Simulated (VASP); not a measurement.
# CsSi2 (P-6m2) in VASP: notebook, part 2 of 2

VASP 6.6.1.

## 3. Relaxation of cell and atoms, rev-vdW-DF2

The input, INCAR:

```
SYSTEM = CsSi2
PREC     = Accurate       ! precision mode
ENCUT    = 600            ! plane-wave cutoff, eV
EDIFF    = 1E-6           ! SCF threshold, eV
ISMEAR   = -1             ! smearing method
SIGMA    = 0.05           ! smearing width, eV
LREAL    = .FALSE.        ! projectors in reciprocal space
LASPH    = .TRUE.         ! aspherical terms in the spheres
NELM     = 100            ! most SCF steps
ALGO     = Fast           ! electronic algorithm
ISIF     = 3              ! what is computed and relaxed
LWAVE    = .FALSE.        ! write WAVECAR
LCHARG   = .FALSE.        ! write CHGCAR
GGA      = MK             ! functional
LUSE_VDW = .TRUE.       
AGGAC    = 0.0          
PARAM1   = 0.1234       
PARAM2   = 0.711357     
ZAB_VDW  = -1.8867      
IBRION   = 2              ! ionic algorithm
NSW      = 40             ! ionic steps
EDIFFG   = -0.005         ! ionic threshold
```

The input, KPOINTS:

```
regular mesh
0
G
  5 5 6
  0 0 0
```

The input, POSCAR:

```
CsSi2
1.0
    6.3715700000      0.0000000000      0.0000000000
   -3.1857800000      5.5179400000      0.0000000000
    0.0000000000      0.0000000000      4.4786600000
Cs Si
1 2
Direct
    0.0000000000      0.0000000000      0.0000000000
    0.6666700000      0.3333300000      0.2503900000
    0.6666700000      0.3333300000      0.7496100000
```

Potentials or basis: VASP PAW PBE potentials, release 64 (Cs_sv, Si).

Command:

```
cat potpaw_PBE.64/Cs_sv/POTCAR potpaw_PBE.64/Si/POTCAR > POTCAR
mpirun -np 1 vasp_std > vasp.out
```

Wall time 20 min (1 thread of Intel Xeon 6975P-C (Granite Rapids), shared host); peak memory 0.87 GiB.

The run converged. Its results:

| Quantity | Value |
| --- | --- |
| Free energy | -5.0911 eV |
| Relaxed volume | 49.29 Å³/atom |
| Relaxed cell | a = 6.259 Å, b = 6.259 Å, c = 4.358 Å, α = 90.00°, β = 90.00°, γ = 120.00° |
| Space group after relaxing (to 0.05 Å) | P-6m2 (No. 187) |
| Energy gained by relaxing | 12.0 meV/atom |
| Ionic steps | 13 |
| Pressure after relaxing | 0.0 GPa |
| Band gap on the k mesh | none (metal or under the smearing width) |

The path:
```
step  energy change (eV)  largest force (eV/Å)  pressure (GPa)  volume (Å³)
   1              0.0000                0.2113           -0.72       157.46
   2             -0.0261                0.3676           -0.42       152.15
   3             -0.0270                0.4762           -0.30       151.29
   4             -0.0289                0.0502            0.49       146.90
   5             -0.0332                0.2710            0.10       148.78
   6             -0.0351                0.1801           -0.11       148.95
   7             -0.0358                0.0254           -0.04       148.89
   8             -0.0360                0.0044           -0.06       148.72
   9             -0.0360                0.0188           -0.07       148.52
  10             -0.0361                0.0168           -0.03       148.19
  11             -0.0361                0.0149            0.00       147.88
  12             -0.0361                0.0148            0.00       147.85
  13             -0.0361                0.0018            0.00       147.87
```

Final structure:
```
CELL_PARAMETERS angstrom
6.25942 -0.00003 0.00000
-3.12973 5.42080 0.00000
0.00000 0.00000 4.35786
ATOMIC_POSITIONS crystal
Cs 0.00000 0.00000 0.00000
Si 0.66667 0.33333 0.25029
Si 0.66667 0.33333 0.74971
```

Levels at points of the mesh, in eV from the Fermi level:
```
           k point  band 4  band 5  band 6  band 7  band 8  band 9  band 10  band 11  band 12
(0.00, 0.00, 0.00)   -9.13   -8.98   -3.78   -2.05   -2.05   -1.22     1.14     3.18     4.06
(0.00, 0.00, 0.50)   -9.06   -8.05   -7.89   -0.40   -0.40   -0.34    -0.34     3.02     3.34
```

Caveat: the PAW data sets were made with another functional, which shifts forces and pressure a little. Spin-orbit coupling is left out, which matters for the levels of Cs.

## 4. Single point, HSE(alpha, omega)

POSCAR is that of step 3.

The input, INCAR.step1:

```
PREC = Accurate
ENCUT = 520
EDIFF = 1E-5
ISMEAR = -1
SIGMA = 0.05
LREAL = False
LASPH = True
NELM = 100
ALGO = Normal
ISIF = 2
LWAVE = True
GGA = PE
```

The input, INCAR.step2:

```
PREC = Accurate
ENCUT = 520
EDIFF = 1E-7
ISMEAR = -1
SIGMA = 0.05
LREAL = False
LASPH = True
NELM = 100
ALGO = Normal
ISIF = 2
LWAVE = False
LCHARG = False
GGA = PE
LHFCALC = True
HFSCREEN = 0.2
AEXX = 0.05
PRECFOCK = Fast
ISTART = 1
```

The input, KPOINTS:

```
Automatic mesh
0
Gamma
  3 3 3
```

Command:

```
cat potpaw_PBE.64/Cs_sv/POTCAR potpaw_PBE.64/Si/POTCAR > POTCAR
cp INCAR.step1 INCAR
mpirun -np 1 vasp_std > vasp.out
cp INCAR.step2 INCAR
mpirun -np 1 vasp_std > vasp.out
```

It took 2.8 min on 1 thread of Intel Xeon Platinum 8488C (Sapphire Rapids), shared host; peak memory 0.37 GiB.

The run converged. Its results:

```yaml
Free_energy: -10.3925 eV
Pressure: 0.3 GPa
Largest_force: 0.019 eV/Å
Band_gap_on_the_k_mesh: none (metal or under the smearing width)
```

Forces in eV/Å, atoms in the order of the input:
```
Cs   0.000  0.000  0.000
Si   0.000  0.000 -0.019
Si   0.000  0.000  0.019
```

Stress tensor (GPa, compression positive):
```
-0.04  0.00  0.00
 0.00 -0.04  0.00
 0.00  0.00  0.99
```

Levels at points of the mesh, in eV from the Fermi level:
| k point | band 5 | band 6 | band 7 | band 8 | band 9 | band 10 | band 11 | band 12 |
| --- | --- | --- | --- | --- | --- | --- | --- | --- |
| (0.00, 0.00, 0.00) | -10.18 | -4.52 | -2.82 | -2.82 | -2.41 | 0.60 | 2.62 | 3.11 |

Caveat: the k mesh is coarse (spacing up to 0.47 Å⁻¹), so the values aren't converged, least of all with exact exchange; the PAW data sets were made with another functional, which shifts forces and pressure a little. The run has no spin-orbit coupling, so splittings on Cs are missing.

## 5. Single point, HSE(alpha, omega)

POSCAR is that of step 4.

INCAR.step1 is that of step 4.

INCAR.step2: that of step 4 with these lines changed.

```diff
@@ -15,3 +15,3 @@
 HFSCREEN = 0.2
-AEXX = 0.05
+AEXX = 0.1
 PRECFOCK = Fast
```

KPOINTS is that of step 4.

Command:

```
cat potpaw_PBE.64/Cs_sv/POTCAR potpaw_PBE.64/Si/POTCAR > POTCAR
cp INCAR.step1 INCAR
mpirun -np 1 vasp_std > vasp.out
cp INCAR.step2 INCAR
mpirun -np 1 vasp_std > vasp.out
```

It took 3.6 min on 1 thread of Intel Xeon Platinum 8488C (Sapphire Rapids), shared host; peak memory 0.37 GiB.

The run converged. Its results:

```yaml
Free_energy: -10.6698 eV
Pressure: 0.2 GPa
Largest_force: 0.021 eV/Å
Band_gap_on_the_k_mesh: none (metal or under the smearing width)
```

Forces on the atoms (eV/Å):
```
Cs   0.000  0.000  0.000
Si   0.000  0.000 -0.021
Si   0.000  0.000  0.021
```

Stress tensor (GPa, compression positive):
```
-0.04  0.00  0.00
 0.00 -0.04  0.00
 0.00  0.00  0.80
```

Levels at points of the mesh, in eV from the Fermi level:
```csv
k point,band 4,band 5,band 6,band 7,band 8,band 9,band 10,band 11,band 12
"(0.00, 0.00, 0.00)",-10.51,-10.42,-4.66,-2.95,-2.95,-2.48,0.62,2.68,3.19
```

Caveat: the k mesh is coarse (spacing up to 0.47 Å⁻¹), so the values aren't converged, least of all with exact exchange; the PAW data sets were made with another functional, which shifts forces and pressure a little.

## 6. Single point, HSE(alpha, omega)

POSCAR is that of step 5.

INCAR.step1 is that of step 5.

INCAR.step2: that of step 5 with these lines changed.

```diff
@@ -15,3 +15,3 @@
 HFSCREEN = 0.2
-AEXX = 0.1
+AEXX = 0.15
 PRECFOCK = Fast
```

KPOINTS is that of step 5.

Potentials or basis: VASP PAW PBE potentials, release 64 (Cs_sv, Si).

Command:

```
cat potpaw_PBE.64/Cs_sv/POTCAR potpaw_PBE.64/Si/POTCAR > POTCAR
cp INCAR.step1 INCAR
mpirun -np 1 vasp_std > vasp.out
cp INCAR.step2 INCAR
mpirun -np 1 vasp_std > vasp.out
```

Run time: 2.8 min. Hardware: 1 thread of Intel Xeon Platinum 8488C (Sapphire Rapids), shared host; peak memory 0.37 GiB.

It converged, with:

```
Free energy            : -10.9520 eV
Pressure               : 0.2 GPa
Largest force          : 0.024 eV/Å
Band gap on the k mesh : none (metal or under the smearing width)
```

Forces on the atoms (eV/Å):
```
Cs   0.000  0.000  0.000
Si   0.000  0.000 -0.024
Si   0.000  0.000  0.024
```

Stress tensor (GPa, compression positive):
```
-0.04  0.00  0.00
 0.00 -0.04  0.00
 0.00  0.00  0.61
```

Levels at points of the mesh, in eV from the Fermi level:
| k point | band 6 | band 7 | band 8 | band 9 | band 10 | band 11 |
| --- | --- | --- | --- | --- | --- | --- |
| (0.00, 0.00, 0.00) | -4.81 | -3.07 | -3.07 | -2.55 | 0.65 | 2.73 |

Caveat: the k mesh is coarse (spacing up to 0.47 Å⁻¹), so the values aren't converged, least of all with exact exchange; the PAW data sets were made with another functional, which shifts forces and pressure a little. Spin-orbit coupling is left out, which matters for the levels of Cs.

## 7. For comparison

An earlier run on the cell as given: functional PBE; potentials or basis VASP PAW PBE potentials, release 64 (Cs_sv, Si); cutoff 520 eV; k mesh 5 × 5 × 6; occupations fermi-dirac, width 0.05 eV; no spin polarisation.

- Pressure: -0.6 GPa
- Largest force: 0.163 eV/Å
- Band gap on the k mesh: none (metal or under the smearing width)

## 8. The runs side by side

```csv
task,level,cell,k mesh,cutoff (eV),share of exact exchange,grid for exact exchange (PRECFOCK),mesh quality,gap on the mesh (eV),pressure (GPa),relaxed volume (Å³/atom),largest force (eV/Å)
relaxation of cell and atoms,vdW-DF-cx,relaxed,5 × 5 × 6,600,-,-,not flagged,none,0.0,49.15,-
relaxation of cell and atoms,rev-vdW-DF2,relaxed,5 × 5 × 6,600,-,-,not flagged,none,0.0,49.29,-
single point,"HSE(alpha, omega)",as given,3 × 3 × 3,520,0.05,Fast,coarse,none,0.3,-,0.02
single point,"HSE(alpha, omega)",as given,3 × 3 × 3,520,0.1,Fast,coarse,none,0.2,-,0.02
single point,"HSE(alpha, omega)",as given,3 × 3 × 3,520,0.15,Fast,coarse,none,0.2,-,0.02
single point,PBE,as given,5 × 5 × 6,520,-,-,not flagged,none,-0.6,-,0.16
```

Alike in all rows: potentials or basis VASP PAW PBE potentials, release 64 (Cs_sv, Si); no spin polarisation; smearing fermi-dirac 0.05 eV.

Caveats: some runs use coarse meshes; the PAW data sets were made with another functional, which shifts forces and pressure a little (some runs).

Total energies depend on the potentials used, so only differences within one code and one set of settings carry meaning.
